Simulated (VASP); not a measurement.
# A VASP study of BiAs (revTPSS + D4): structure first, properties next, part 3 of 4

Aim: relax BiAs, then compute properties on the relaxed cell. The cell is invented: it takes the structure of COD entry 9008845, GaAs (space group 216 there), with some of its atoms replaced by other elements, volume scaled by an estimate. It may not be a known or stable phase.

VASP 6.6.1, plane waves and PAW; the level of theory is named at each step.

So far. Step 4 (Second relaxation): It ends with forces that vanish by symmetry and a pressure of 0.00 GPa. The volume moved by under 0.01 %: the run met its threshold at the first step. Step 5 (Density, ELF and potential (revTPSS + D4)): In this run the pressure is 0.00 GPa, small enough to go on. The relaxed cell has a = 6.563 Å (conventional setting).

### 6. Band structure (revTPSS + D4)

Level of this step: revTPSS with D4; plane waves and PAW (Bi_d, As); invented cell (VASP).

Levels along the symmetry lines show where the bands peak and cross; KPOINTS_OPT computes them in the converged potential.

Input file INCAR:

```
SYSTEM = BiAs
PREC = Accurate
ENCUT = 400
EDIFF = 1E-06
NELM = 100
ISMEAR = -1
SIGMA = 0.05
LREAL = .FALSE.
ALGO = Normal
METAGGA = RTPSS
IVDW = 13
VDW_S6 = 1
VDW_S8 = 1.53089454
VDW_A1 = 0.44880597
VDW_A2 = 4.64042317
LASPH = .TRUE.
NBANDS = 22
LORBIT = 11
LWAVE = .FALSE.
LCHARG = .FALSE.
```

Input file POSCAR:

```
BiAs
1.0
    0.0000000000      3.2814000739      3.2814000739
    3.2814000739      0.0000000000      3.2814000739
    3.2814000739      3.2814000739      0.0000000000
Bi As
1 1
Direct
    0.0000000000      0.0000000000      0.0000000000
    0.2500000000      0.2500000000      0.2500000000
```

Input file KPOINTS:

```
Automatic mesh
0
Gamma
7 7 7
0 0 0
```

Input file KPOINTS_OPT:

```
Line mode
16
Line-mode
Reciprocal
  0.00000000   0.00000000   0.00000000 GAMMA
  0.50000000   0.00000000   0.50000000 X

  0.50000000   0.00000000   0.50000000 X
  0.50000000   0.25000000   0.75000000 W

  0.50000000   0.25000000   0.75000000 W
  0.37500000   0.37500000   0.75000000 K

  0.37500000   0.37500000   0.75000000 K
  0.00000000   0.00000000   0.00000000 GAMMA

  0.00000000   0.00000000   0.00000000 GAMMA
  0.50000000   0.50000000   0.50000000 L

  0.50000000   0.50000000   0.50000000 L
  0.62500000   0.25000000   0.62500000 U

  0.62500000   0.25000000   0.62500000 U
  0.50000000   0.25000000   0.75000000 W

  0.50000000   0.25000000   0.75000000 W
  0.50000000   0.50000000   0.50000000 L

  0.50000000   0.50000000   0.50000000 L
  0.37500000   0.37500000   0.75000000 K

  0.62500000   0.25000000   0.62500000 U
  0.50000000   0.00000000   0.50000000 X
```

Potentials, in the order of the species: Bi_d and As (PBE family, release 64).

On the command line:

```bash
$ mpirun -np 1 vasp_std
```

What it wrote:

```text
[... set-up lines as in an earlier step ...]
 entering main loop
       N       E                     dE             d eps       ncg     rms          rms(c)
DAV:   1     0.198312114801E+03    0.19831E+03   -0.81821E+03   880   0.737E+02
DAV:   2     0.512489952694E+02   -0.14706E+03   -0.14130E+03   928   0.247E+02
DAV:   3     0.390454499656E+02   -0.12204E+02   -0.12130E+02  1082   0.748E+01
DAV:   4     0.387628156028E+02   -0.28263E+00   -0.28250E+00  1062   0.124E+01
DAV:   5     0.387540935957E+02   -0.87220E-02   -0.87218E-02  1168   0.206E+00    0.264E+00
DAV:   6     0.433374607785E+02    0.45834E+01   -0.67495E+00   892   0.187E+01    0.229E+00
DAV:   7     0.433953175907E+02    0.57857E-01   -0.21643E-01  1096   0.233E+00    0.179E+00
DAV:   8     0.434877544192E+02    0.92437E-01   -0.14280E-01  1038   0.115E+00    0.150E+00
DAV:   9     0.435036109258E+02    0.15857E-01   -0.20544E-01  1012   0.137E+00    0.118E+00
DAV:  10     0.434994245255E+02   -0.41864E-02   -0.31454E-02  1024   0.105E+00    0.677E-01
DAV:  11     0.434990007541E+02   -0.42377E-03   -0.12349E-03  1222   0.202E-01    0.400E-01
DAV:  12     0.434986278195E+02   -0.37293E-03   -0.10431E-03   988   0.119E-01    0.200E-02
DAV:  13     0.434986036627E+02   -0.24157E-04   -0.10929E-04  1118   0.541E-02    0.612E-02
DAV:  14     0.434986095561E+02    0.58935E-05   -0.10733E-04   994   0.310E-02    0.358E-02
DAV:  15     0.434986054030E+02   -0.41531E-05   -0.15471E-05   988   0.125E-02    0.444E-03
DAV:  16     0.434986053493E+02   -0.53683E-07   -0.11091E-06   894   0.434E-03
   1 F= 0.42710460E+02 E0= 0.42715382E+02  d E =-.984283E-02
 Start KPOINTS_OPT (optional k-point list driver)
k-point batch [1-20\160]
       N       E                     dE             ncg
DAV:   1    -0.885983254458E+03   -0.73122E+04      880
DAV:   2    -0.392184525736E+04   -0.30359E+04      958
DAV:   3    -0.416779371993E+04   -0.24595E+03     1028
DAV:   4    -0.417397560024E+04   -0.61819E+01     1048
DAV:   5    -0.417423590660E+04   -0.26031E+00     1280
DAV:   6    -0.417424213178E+04   -0.62252E-02     1150
DAV:   7    -0.417424224466E+04   -0.11288E-03     1288
DAV:   8    -0.417424224807E+04   -0.34093E-05      830
DAV:   9    -0.417424224856E+04   -0.49397E-06      750
[...]
k-point batch [141-160\160]
       N       E                     dE             ncg
DAV:   1    -0.122379998783E+04   -0.12325E+05      888
DAV:   2    -0.401334834284E+04   -0.27895E+04      924
DAV:   3    -0.424328278489E+04   -0.22993E+03     1112
DAV:   4    -0.424902340015E+04   -0.57406E+01     1066
DAV:   5    -0.424927146578E+04   -0.24807E+00     1258
DAV:   6    -0.424927728837E+04   -0.58226E-02     1130
DAV:   7    -0.424927742194E+04   -0.13357E-03     1320
DAV:   8    -0.424927742413E+04   -0.21913E-05      866
DAV:   9    -0.424927742440E+04   -0.27436E-06      774
```

Wall time 8.7 min (1 MPI rank of AMD EPYC 7R43, shared host); peak memory 0.14 GiB.

OUTCAR, selected parts (step 6):

```text
   k-points           NKPTS =     20   k-points in BZ     NKDIM =     20   number of bands    NBANDS=     22

   NELECT =      20.0000    total number of electrons

 E-fermi :   4.0363

 k-point     1 :       0.0000    0.0000    0.0000
  band No.  band energies     occupation
    ...
      6      -9.4299      2.00000
      7      -2.7574      2.00000
      8       2.2795      2.00000
      9       2.2795      2.00000
     10       2.2795      2.00000
     11       4.8681      0.00000
     12       4.8681      0.00000
     13       4.8681      0.00000
     14       7.8220      0.00000
     15      11.6677      0.00000
    ...

  DFT-D4 for vdW energy calculation

  Edisp (eV):   -0.78815

  Total       0.00221     0.00221     0.00221     0.00000     0.00000     0.00000
  in kB       0.05009     0.05009     0.05009     0.00000     0.00000     0.00000
  external pressure =        0.05 kB  Pullay stress =        0.00 kB

 POSITION                                       TOTAL-FORCE (eV/Angst)
 -----------------------------------------------------------------------------------
      0.00000      0.00000      0.00000        -0.000000     -0.000000     -0.000000
      1.64070      1.64070      1.64070         0.000000      0.000000      0.000000
 -----------------------------------------------------------------------------------
    total drift:                                0.000001      0.000001      0.000001

  FREE ENERGIE OF THE ION-ELECTRON SYSTEM (eV)
  ---------------------------------------------------
  free  energy   TOTEN  =        42.7104601284 eV

  energy  without entropy=       42.7203029582  energy(sigma->0) =       42.71538154

[... 8 parts as in an earlier step ...]

[... 8 further parts left out ...]
```

Spin-orbit coupling is off here; with elements this heavy it splits and shifts levels by tenths of an eV or more.

Numbers from this step:

```yaml
bands: 22
pressure: 0.005009 GPa
```

Electronic bands along the path, in eV, zero at the Fermi level; # counts the bands kept, so #1 is VASP's band 7:

| point | #1 | #2 | #3 | #4 | #5 | #6 | #7 | #8 |
| --- | --- | --- | --- | --- | --- | --- | --- | --- |
| Γ | -6.79 | -1.76 | -1.76 | -1.76 | 0.83 | 0.83 | 0.83 | 3.79 |
| 0.47 of the way | -8.30 | -2.90 | -2.90 | -0.70 | -0.21 | 2.67 | 2.67 | 4.97 |
| X | -10.79 | -3.71 | -3.71 | -0.72 | -0.60 | 4.96 | 4.96 | 6.13 |
| 0.47 of the way | -10.79 | -3.91 | -3.88 | -0.24 | 0.03 | 4.02 | 4.32 | 6.22 |
| W | -10.78 | -4.11 | -4.05 | 0.46 | 1.26 | 2.50 | 3.47 | 6.29 |
| 0.53 of the way | -10.60 | -4.28 | -3.68 | -0.17 | 1.20 | 3.10 | 3.76 | 5.77 |
| K | -10.52 | -4.34 | -3.42 | -0.65 | 1.22 | 3.63 | 3.93 | 5.28 |
| 0.47 of the way | -8.75 | -3.63 | -2.40 | -1.25 | 1.59 | 1.82 | 2.60 | 6.03 |
| Γ | -6.79 | -1.76 | -1.76 | -1.76 | 0.83 | 0.83 | 0.83 | 3.79 |
| 0.47 of the way | -7.99 | -2.26 | -2.26 | -2.21 | 1.53 | 1.53 | 1.84 | 5.46 |
| L | -9.55 | -2.74 | -2.68 | -2.68 | 1.98 | 1.98 | 4.28 | 5.77 |
| 0.53 of the way | -9.88 | -4.11 | -3.03 | -1.02 | 1.73 | 2.80 | 3.52 | 5.87 |
| U | -10.52 | -4.34 | -3.42 | -0.65 | 1.22 | 3.63 | 3.93 | 5.28 |
| 0.53 of the way | -10.62 | -4.27 | -3.74 | -0.05 | 1.20 | 2.99 | 3.71 | 5.87 |
| W | -10.78 | -4.11 | -4.05 | 0.46 | 1.26 | 2.50 | 3.47 | 6.29 |
| 0.47 of the way | -9.99 | -4.19 | -3.23 | -0.65 | 1.60 | 2.83 | 3.53 | 5.64 |
| L | -9.55 | -2.74 | -2.68 | -2.68 | 1.98 | 1.98 | 4.28 | 5.77 |
| 0.47 of the way | -9.80 | -4.00 | -2.96 | -1.17 | 1.74 | 2.63 | 3.65 | 6.05 |
| K | -10.52 | -4.34 | -3.42 | -0.65 | 1.22 | 3.63 | 3.93 | 5.28 |
| jump to U | -10.52 | -4.34 | -3.42 | -0.65 | 1.22 | 3.63 | 3.93 | 5.28 |
| 0.47 of the way | -10.76 | -4.01 | -3.62 | -0.65 | 0.04 | 4.36 | 4.61 | 5.91 |
| X | -10.79 | -3.71 | -3.71 | -0.72 | -0.60 | 4.96 | 4.96 | 6.13 |

Of the projections kept (Bi, As), the largest for each band there; the rest of the weight can lie on other orbitals:

| point | #1 | #2 | #3 | #4 | #5 | #6 | #7 | #8 |
| --- | --- | --- | --- | --- | --- | --- | --- | --- |
| Γ | As 0.51 | As 0.59 | As 0.59 | As 0.59 | Bi 0.70 | Bi 0.70 | Bi 0.70 | Bi 0.65 |
| X | As 0.92 | Bi 0.51 | Bi 0.51 | As 0.72 | Bi 0.76 | Bi 0.53 | Bi 0.53 | As 0.85 |
| W | As 0.92 | Bi 0.55 | As 0.51 | As 0.79 | Bi 0.80 | As 0.72 | Bi 0.82 | As 0.72 |
| K | As 0.64 | Bi 0.53 | Bi 0.50 | As 0.54 | As 0.52 | Bi 0.60 | Bi 0.55 | As 0.61 |
| Γ | As 0.51 | As 0.59 | As 0.59 | As 0.59 | Bi 0.70 | Bi 0.70 | Bi 0.70 | Bi 0.65 |
| L | As 0.52 | Bi 0.51 | As 0.53 | As 0.53 | Bi 0.62 | Bi 0.62 | As 0.65 | Bi 0.50 |

The electronic bands as a text plot (rows in eV, shown from -8.0 to 6.6 only):

```
    6.3 | *      ******    *****           **    **   **  *     *
    5.7 |  **   *      *   * **       *****  *  *  ***  ** *  **
    5.1 |  ***** **     ***    *     *        **            **  *
    4.5 | *     * **            *   *    **             *     **
    3.9 |*     *    *  ***       ***    *  ** ***  ** ** **  **
    3.3 |    **     *******                  ** ***  *     ***
    2.7 |            **    ***         *    *    ******    *
    2.1 |   *             ******      ******           ****
    1.5 | **          ****   ****    **     ***********    ***
    0.8 |*          **         ******                         *
    0.2 | **        ****                         ***
   -0.4 |   ********    **                    ***   *        ****
   -1.0 |  **  ***        ****              **       *     **   *
   -1.6 |**                   ******       *          **  *
   -2.2 | **                 ****   ****  *              *
   -2.8 |   **             ** **       ******        *******
   -3.4 |     ****      ***  *             * ****   *  * ** *****
   -4.0 |         *******  **               **  *******    ** ***
   -4.6 |                **                   **             *
   -5.3 |
   -5.9 |
   -6.5 |
   -7.1 |***                    *****
   -7.7 |   *                  *     *
         Γ       X    W  K        Γ      L     U  W     L   K|U X
```

There is no gap at this level.

### 7. Total and projected DOS (revTPSS + D4)

A density of states needs more k-points than a total energy; ISMEAR = -5 takes tetrahedra, and LORBIT projects the states on the PAW spheres. The mesh is finer than in the run before.

Edit INCAR of step 6 so:

```diff
@@ -5,3 +5,3 @@
 NELM = 100
-ISMEAR = -1
+ISMEAR = -5
 SIGMA = 0.05
@@ -20 +20,2 @@
 LCHARG = .FALSE.
+NEDOS = 2001
```

POSCAR is that of step 6.

Input file KPOINTS:

```
Automatic mesh
0
Gamma
10 10 10
0 0 0
```

On the command line:

```bash
$ mpirun -np 1 vasp_std
```

What it wrote:

```text
[... set-up lines as in an earlier step ...]
 entering main loop
       N       E                     dE             d eps       ncg     rms          rms(c)
DAV:   1     0.195795927725E+03    0.19580E+03   -0.81977E+03  2082   0.730E+02
DAV:   2     0.510210558175E+02   -0.14477E+03   -0.13936E+03  2160   0.245E+02
DAV:   3     0.390091730727E+02   -0.12012E+02   -0.11925E+02  2576   0.744E+01
DAV:   4     0.387406087498E+02   -0.26856E+00   -0.26837E+00  2500   0.120E+01
DAV:   5     0.387325876820E+02   -0.80211E-02   -0.80184E-02  2732   0.198E+00    0.264E+00
DAV:   6     0.433330678001E+02    0.46005E+01   -0.67903E+00  2080   0.187E+01    0.233E+00
DAV:   7     0.433927843330E+02    0.59717E-01   -0.22032E-01  2590   0.235E+00    0.182E+00
DAV:   8     0.434829367421E+02    0.90152E-01   -0.14760E-01  2456   0.116E+00    0.149E+00
DAV:   9     0.434924275145E+02    0.94908E-02   -0.19314E-01  2422   0.134E+00    0.115E+00
DAV:  10     0.434891807112E+02   -0.32468E-02   -0.28178E-02  2386   0.999E-01    0.705E-01
DAV:  11     0.434889924521E+02   -0.18826E-03   -0.12568E-03  2906   0.215E-01    0.396E-01
DAV:  12     0.434891015196E+02    0.10907E-03   -0.97454E-04  2338   0.123E-01    0.148E-02
DAV:  13     0.434891667709E+02    0.65251E-04   -0.98031E-05  2650   0.478E-02    0.533E-02
DAV:  14     0.434890856871E+02   -0.81084E-04   -0.67193E-05  2272   0.260E-02    0.244E-02
DAV:  15     0.434891225194E+02    0.36832E-04   -0.80910E-06  2356   0.961E-03    0.280E-03
DAV:  16     0.434891378254E+02    0.15306E-04   -0.10823E-06  2058   0.379E-03    0.184E-03
DAV:  17     0.434891395168E+02    0.16915E-05   -0.14115E-07  1370   0.167E-03    0.163E-03
DAV:  18     0.434891363952E+02   -0.31216E-05   -0.72149E-08  1232   0.133E-03    0.872E-05
DAV:  19     0.434891366327E+02    0.23752E-06   -0.56588E-09  1208   0.449E-04
   1 F= 0.42700991E+02 E0= 0.42700991E+02  d E =0.000000E+00
 -----------------------------------------------------------------------------
|                                                                             |
|           W    W    AA    RRRRR   N    N  II  N    N   GGGG   !!!           |
|           W    W   A  A   R    R  NN   N  II  NN   N  G    G  !!!           |
|           W    W  A    A  R    R  N N  N  II  N N  N  G       !!!           |
|           W WW W  AAAAAA  RRRRR   N  N N  II  N  N N  G  GGG   !            |
|           WW  WW  A    A  R   R   N   NN  II  N   NN  G    G                |
|           W    W  A    A  R    R  N    N  II  N    N   GGGG   !!!           |
|                                                                             |
|     Tetrahedron method does not include variations of the Fermi             |
|     occupations, so forces and stress will be inaccurate. We suggest        |
|     using a different smearing scheme ISMEAR = 1 or 2 for metals in         |
|     relaxations.                                                            |
|                                                                             |
 -----------------------------------------------------------------------------
```

Wall time 5.1 min (1 MPI rank); peak memory 0.16 GiB.

From OUTCAR (step 7):

```text
   k-points           NKPTS =     47   k-points in BZ     NKDIM =     47   number of bands    NBANDS=     22

   NELECT =      20.0000    total number of electrons

 E-fermi :   3.9202

 k-point     1 :       0.0000    0.0000    0.0000
  band No.  band energies     occupation
    ...
      6      -9.4366      2.00000
      7      -2.7663      2.00000
      8       2.2716      2.00000
      9       2.2716      2.00000
     10       2.2716      2.00000
     11       4.8638      0.00000
     12       4.8638      0.00000
     13       4.8638      0.00000
     14       7.8130      0.00000
     15      11.6637      0.00000
    ...

  DFT-D4 for vdW energy calculation

  Edisp (eV):   -0.78815

  Total      -0.05841    -0.05841    -0.05841     0.00000     0.00000     0.00000
  in kB      -1.32440    -1.32440    -1.32440     0.00000     0.00000     0.00000
  external pressure =       -1.32 kB  Pullay stress =        0.00 kB

  FREE ENERGIE OF THE ION-ELECTRON SYSTEM (eV)
  ---------------------------------------------------
  free  energy   TOTEN  =        42.7009914118 eV

  energy  without entropy=       42.7009914118  energy(sigma->0) =       42.70099141

[... 7 parts as in an earlier step ...]

[... 10 further parts left out ...]
```

With tetrahedra the forces and stress of a metal are not exact derivatives of the energy.

This step gave:

| Item | Value |
| --- | --- |
| SCF cycles | 19 |
| irreducible k-points | 47 |
| free energy (TOTEN) | 42.70 eV |
| Fermi energy | 3.920 eV |
| pressure | -0.1324 GPa |
| DOS at the Fermi level | 0.8497 states/eV/cell |

The density of states has structure finer than the step of the table below, so its rows give means over 1 eV, whole bins alone (the curve runs from -12.0 to 8.00 eV). Peaks (eV: height): total -3.5: 2.86, 2.8: 2.91, 6.1: 4.05, 7.8: 3.90; Bi p -4.2: 0.595, -3.5: 0.620, 3.7: 0.760, 7.8: 0.729; As p -3.5: 0.613, -0.5: 0.605, 2.8: 0.574, 6.1: 0.573; Bi s -11.3: 0.538, -9.4: 0.410, -0.5: 0.168; As s -9.4: 0.467, -0.5: 0.0778.

States under -12.0 eV and over 8.0 eV are left out. The density of states by energy, zero at the Fermi level; means over each step; values in states/eV/cell:

| energy (eV) | total | Bi p | As p | Bi s | As s |
| --- | --- | --- | --- | --- | --- |
| -11 | 0.384 | 0.00432 | 0.00591 | 0.178 | 0.0775 |
| -10 | 0.978 | 0.0297 | 0.0141 | 0.255 | 0.371 |
| -9 | 0.660 | 0.0200 | 0.0128 | 0.209 | 0.229 |
| -8 | 0.248 | 0.00593 | 0.00424 | 0.0871 | 0.0899 |
| -7 | 0.0605 | 7.5e-4 | 5.8e-4 | 0.0233 | 0.0238 |
| -6 | 0 | 0 | 0 | 0 | 0 |
| -5 | 0 | 0 | 0 | 0 | 0 |
| -4 | 1.59 | 0.334 | 0.315 | 0.00719 | 0.00677 |
| -3 | 2.03 | 0.443 | 0.469 | 0.00834 | 0.00779 |
| -2 | 0.638 | 0.130 | 0.164 | 0.00992 | 0.00859 |
| -1 | 1.08 | 0.158 | 0.268 | 0.0658 | 0.0449 |
| 0 | 1.03 | 0.149 | 0.211 | 0.0562 | 0.0389 |
| 1 | 0.975 | 0.243 | 0.120 | 0.0152 | 0.0355 |
| 2 | 1.46 | 0.360 | 0.229 | 0.0137 | 0.0234 |
| 3 | 1.86 | 0.383 | 0.358 | 0.00810 | 0.0153 |
| 4 | 1.30 | 0.334 | 0.250 | 0.00702 | 0.0148 |
| 5 | 0.284 | 0.0381 | 0.0323 | 0.00631 | 0.00355 |
| 6 | 2.01 | 0.113 | 0.213 | 0.0222 | 0.0123 |
| 7 | 1.43 | 0.164 | 0.0596 | 0.0144 | 0.00832 |

The finer mesh and the other smearing move the Fermi level by -0.12 eV from the 7×7×7 run, one measure of the sampling error in the zero of the bands above. Of the states within 0.3 eV of the Fermi level, the largest shares in the PAW spheres are As p 19 % and Bi p 16 %. The rest lies in smaller channels or between the spheres.

(Part 3 of 4 ends here.)

[Lines on the potential files, build, host, timing and source positions are cut from VASP's logs without a mark.]

[Logs are printed without paths, hosts, clocks, repeated set-up lines and the standing remarks that a program may print on its own settings, such as how far it seeks lower states.]

[Hosts, paths, dates, database ids (printed as entryN), source tags and the programs' standing remarks are cut or masked in the printed files.]

[A measured line is paired with the nearest computed mode of its activity, which favours agreement.]
